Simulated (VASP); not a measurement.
Method: PBE GGA, VASP's PBE PAW potentials (set 64) (plane waves; VASP 6.6.1).

VASP ran on this input.

INCAR:
```
# general
SYSTEM   =  Cd32CuTe32
PREC     =  Normal
ENCUT    =  400   # plane-wave cut-off (eV)
LREAL    =  Auto   # projection in real space or not
LASPH    =  .True.   # aspherical one-centre terms
ISYM     =  0
NELECT   =  589.0

# electronic loop
EDIFF    =  1E-5
NELM     =  100   # most electronic steps
NELMIN   =  4
ALGO     =  Fast   # Davidson, then RMM-DIIS
LMAXMIX  =  4   # l cut-off of mixed one-centre charges

# smearing
ISMEAR   =  0   # Gaussian
SIGMA    =  0.05

# functional
GGA      =  PE

# spin
ISPIN    =  2
MAGMOM   =  65*0.0154
NUPDOWN  =  1

# ions
IBRION   =  2
NSW      =  120   # most ionic steps
ISIF     =  2   # forces and stress, cell fixed
EDIFFG   =  -0.03   # ionic stop

# output
LWAVE    =  .False.
LCHARG   =  .False.
LORBIT   =  10
```

### KPOINTS
```
Automatic mesh
0
Gamma
1 1 1
0 0 0
```

### POSCAR
```
Cd32CuTe32
1.0
 13.2498873621   0.0000000000   0.0000000000
  0.0000000000  13.2498873621   0.0000000000
  0.0000000000   0.0000000000  13.2498873621
Cd Te Cu
32 32 1
Direct
  0.5003225260   0.0000548174   0.9999733712
  0.7499100385   0.2496561268   0.0000141123
  0.7500160537   0.9999832677   0.2496068993
  0.9998723808   0.9998579922   0.9998634444
  0.2499977982   0.2500135766   0.9994829988
  0.5000025417   0.4999608537   0.9996373715
  0.7502199149   0.7502334464   0.9997776992
  0.2491971864   0.9987131989   0.2492665424
  0.4994377655   0.2487979942   0.2506769718
  0.7506815601   0.5002882256   0.2496772268
  0.5008605310   0.9985737428   0.5008827395
  0.7508843652   0.2497208653   0.5002863033
  0.7502105926   0.9997867352   0.7502126271
  0.9998041503   0.5000565925   0.9997682079
  0.2499179569   0.7502257479   0.9997647217
  0.9991956384   0.2496741768   0.2497090609
  0.2489663868   0.5008134341   0.2498108584
  0.5002742415   0.7506996054   0.2497170358
  0.0000127202   0.0000529335   0.5004449161
  0.2503489646   0.2497915086   0.5003428379
  0.5006349881   0.4997336680   0.5015908693
  0.7500504530   0.7501059067   0.5002060193
  0.2495279213   0.9999993831   0.7499660980
  0.5006313189   0.2493078200   0.7511219199
  0.7501368208   0.5002668395   0.7501002072
  0.9997808947   0.7502745322   0.2498987521
  0.9993145430   0.5001642407   0.5002782204
  0.2497278361   0.7508122645   0.5002929555
  0.0000491821   0.2495647770   0.7499102498
  0.2493645438   0.5006475513   0.7509802156
  0.5001720332   0.7501577917   0.7500625095
  0.9997918910   0.7502266317   0.7502143890
  0.6246690074   0.1252741280   0.1253830928
  0.8750026691   0.3749892625   0.1245607564
  0.8749507172   0.1244750043   0.3749720262
  0.1249009378   0.1250086155   0.1248247719
  0.3748585717   0.3749865445   0.1258577277
  0.6250326136   0.6250421248   0.1249071671
  0.8748937301   0.8750654410   0.1249636495
  0.3747185753   0.1229304749   0.3754734093
  0.6251148980   0.3748610456   0.3750921581
  0.8750364787   0.6253522587   0.3750288618
  0.6251778725   0.1249576676   0.6250823812
  0.8749685000   0.3750398894   0.6255000045
  0.8749618870   0.1249843528   0.8750328933
  0.1248933281   0.6250692194   0.1249667713
  0.3750153682   0.8748682736   0.1244626816
  0.1248131197   0.3745434720   0.3754942500
  0.3753107445   0.6247692868   0.3755385955
  0.6256009616   0.8749162113   0.3749959517
  0.1252475687   0.1252397769   0.6247703842
  0.3749177200   0.3747870574   0.6263178219
  0.6250347957   0.6249516990   0.6251312270
  0.8749976266   0.8749997393   0.6250382182
  0.3750348289   0.1244337282   0.8752203265
  0.6254773337   0.3750208337   0.8752107822
  0.8749344124   0.6250267777   0.8749734688
  0.1243422568   0.8747575033   0.3749761470
  0.1248598570   0.6251449089   0.6250255418
  0.3750438891   0.8748345362   0.6256902196
  0.1244155675   0.3750120930   0.8751872204
  0.3750575395   0.6254024044   0.8752138948
  0.6250498084   0.8750047688   0.8750432963
  0.1249554076   0.8750504620   0.8749504434
  0.3757226685   0.3777881905   0.3744935059
```

POTCAR, in this order: Cd Te Cu (PBE.64 set). Program: vasp_gam.

**Question.** What will the output report for the number of irreducible k-points (NKPTS), largest plane-wave count, FFT grid (NGX, NGY, NGZ)?

**Answer.** 
```yaml
number of irreducible k-points (NKPTS): 1
largest_plane_wave_count: 21106
FFT grid (NGX, NGY, NGZ): 70 × 70 × 70
```

The cell is a supercell with a defect, built from CdTe (zinc blende): Cu_i, charge -2.
